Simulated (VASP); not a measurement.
Input of a VASP 6.6.1 run:

The input INCAR:

```
SYSTEM = Zn12PS11
PREC     = Accurate       ! precision mode
ENCUT    = 520            ! plane-wave cutoff, eV
EDIFF    = 1E-7           ! SCF threshold, eV
ISMEAR   = -1             ! smearing method
SIGMA    = 0.01           ! smearing width, eV
LREAL    = Auto         
LASPH    = .TRUE.         ! aspherical terms in the spheres
NELM     = 100            ! most SCF steps
ALGO     = Fast           ! electronic algorithm
ISIF     = 2              ! what is computed and relaxed
LWAVE    = .FALSE.        ! write WAVECAR
LCHARG   = .FALSE.        ! write CHGCAR
GGA      = PE             ! functional
NELECT   = 216.0        
NBANDS   = 126            ! bands
```

The input KPOINTS:

```
Automatic mesh
0
G
  3 3 2
  0 0 0
```

File POSCAR:

```
Zn12PS11
1.0
    5.7340500000      3.3105553110      0.0000000000
   -5.7340500000      3.3105553110      0.0000000000
    0.0000000000      0.0000000000     12.5200000000
Zn P S
12 1 11
Direct
    0.0000000000      0.0000000000      0.0075470180
    0.3333333333      0.6666666667      0.0029694855
    0.6666666667      0.3333333333      0.0029694855
    0.0000000000      0.0000000000      0.4964801669
    0.3333333333      0.6666666667      0.4997292753
    0.6666666667      0.3333333333      0.4997292753
    0.3261440778      0.3261440778      0.2456421614
    0.6738559222      0.0000000000      0.2456421614
    0.0000000000      0.6738559222      0.2456421614
    0.3332980651      1.0000000000      0.7510905767
    0.6667019349      0.6667019349      0.7510905767
    0.0000000000      0.3332980651      0.7510905767
    0.0000000000      0.0000000000      0.1889709385
    0.3333333333      0.6666666667      0.1883945936
    0.6666666667      0.3333333333      0.1883945936
    0.0000000000      0.0000000000      0.6860018872
    0.3333333333      0.6666666667      0.6872274433
    0.6666666667      0.3333333333      0.6872274433
    0.3358689974      0.3358689974      0.4384237657
    0.6641310026      0.0000000000      0.4384237657
    0.0000000000      0.6641310026      0.4384237657
    0.3342723142      1.0000000000      0.9362962942
    0.6657276858      0.6657276858      0.9362962942
    0.0000000000      0.3342723142      0.9362962942
```

Potentials or basis: VASP PAW PBE potentials, release 64 (Zn, P, S).

The run is started by

```bash
$ cat potpaw_PBE.64/Zn/POTCAR potpaw_PBE.64/P/POTCAR potpaw_PBE.64/S/POTCAR > POTCAR
$ mpirun -np 1 vasp_std > vasp.out
```

Estimate the band gap on the k mesh.

1.48 eV, direct.

Estimate the largest force.

0.013 eV/Å.

Forces on the atoms (eV/Å):
```
Zn   0.000  0.000  0.003
Zn   0.000  0.000 -0.002
Zn   0.000  0.000 -0.002
Zn   0.000  0.000 -0.001
Zn   0.000  0.000 -0.001
Zn   0.000  0.000 -0.001
Zn   0.000 -0.011 -0.007
Zn   0.010  0.006 -0.007
Zn  -0.010  0.006 -0.007
Zn   0.001  0.001  0.003
Zn   0.000 -0.001  0.003
Zn  -0.001  0.001  0.003
P    0.000  0.000  0.011
S    0.000  0.000  0.004
S    0.000  0.000  0.004
S    0.000  0.000 -0.005
S    0.000  0.000  0.001
S    0.000  0.000  0.001
S    0.000  0.001  0.000
S    0.000  0.000  0.000
S    0.000  0.000  0.000
S    0.002  0.001 -0.001
S    0.000 -0.002 -0.001
S   -0.002  0.001 -0.001
```

Caveat: the cell carries a net charge on a neutralising background, which shifts energy and pressure; the cell is charged against a uniform background, so pressure and absolute levels hang on convention.
